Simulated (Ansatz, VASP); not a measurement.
**Two plane-wave programs on HfCl7**

The input INCAR:

```
SYSTEM = HfCl7
  PREC = Accurate
  ENCUT = 600
  EDIFF = 1E-6
  ISMEAR = 0
  SIGMA = 0.1
  LREAL = .FALSE.
  LASPH = .TRUE.
  NELM = 100
  ALGO = Normal
  ISIF = 3
  LWAVE = .FALSE.
  LCHARG = .FALSE.
  GGA = PE
  IBRION = 2
  NSW = 100
  EDIFFG = -0.01
```

The input KPOINTS:

```
Automatic mesh
0
G
  8 8 8
  0 0 0
```

The input POSCAR:

```
HfCl7
1.0
    0.0000000000      4.2924223243      4.2924223243
    4.2924223243      0.0000000000      4.2924223243
    4.2924223243      4.2924223243      0.0000000000
Hf Cl
1 7
Direct
    0.0000000000      0.0000000000      0.0000000000
    0.5000000000      0.0000000000      0.0000000000
    0.0000000000      0.5000000000      0.5000000000
    0.0000000000      0.5000000000      0.0000000000
    0.5000000000      0.0000000000      0.5000000000
    0.0000000000      0.0000000000      0.5000000000
    0.5000000000      0.5000000000      0.0000000000
    0.5000000000      0.5000000000      0.5000000000
```

Input for Ansatz:

```yaml
crystal:
  lattice:
    - [0.0, 4.2924223243, 4.2924223243]
    - [4.2924223243, 0.0, 4.2924223243]
    - [4.2924223243, 4.2924223243, 0.0]
  atoms:
    - { symbol: Hf, position: [0.0, 0.0, 0.0] }
    - { symbol: Cl, position: [0.5, 0.0, 0.0] }
    - { symbol: Cl, position: [0.0, 0.5, 0.5] }
    - { symbol: Cl, position: [0.0, 0.5, 0.0] }
    - { symbol: Cl, position: [0.5, 0.0, 0.5] }
    - { symbol: Cl, position: [0.0, 0.0, 0.5] }
    - { symbol: Cl, position: [0.5, 0.5, 0.0] }
    - { symbol: Cl, position: [0.5, 0.5, 0.5] }
basis:
  ecutwfc: 420
kpoints:
  mp_grid: { grid: [8, 8, 8] }
hamiltonian:
  xc: pbe
scf:
  occupations: { method: gaussian, width: 0.1 }
output:
  forces: true
  stress: true
  eigenvalues: true
relax:
  adjacent_minimum: "off"
  f_tol: 0.01
  max_steps: 80
  cell: { stress_tol: 0.05 }
```

Change from the starting cell: species swapped into the MgPt7 type (Fm-3m, No. 225).

Alike in both runs: task relaxation of cell and atoms; functional PBE; k mesh 8 × 8 × 8; occupations gaussian, width 0.1 eV; no spin polarisation.

|  | VASP | Ansatz |
| --- | --- | --- |
| version | VASP 6.6.1 | Ansatz 0.2.0 |
| potentials or method | VASP PAW PBE potentials, release 64 (Hf_pv, Cl) | scalar-relativistic, plane waves, PAW |
| plane-wave cutoff (eV) | 600 | 420 |
| valence electrons in the cell | 59 | 75 |

|  | VASP | Ansatz | Ansatz less VASP |
| --- | --- | --- | --- |
| gap on the k mesh at the Fermi level, each at its own relaxed structure (eV) | none | none | - |
| relaxed volume (Å³/atom) | 19.63 | 19.72 | +0.090 |
| relaxed cell length with the largest relative difference (Å) | 6.055 | 6.065 | +0.0092 |

A gap of «none» marks a metal or a gap that the smearing closes. The two sets of potentials don't hold the same shells in valence.

Caveats: an odd number of electrons without spin polarisation forces a metal; a magnetic or distorted state may lie lower. Spin-orbit coupling is left out, which matters for the levels of Hf.
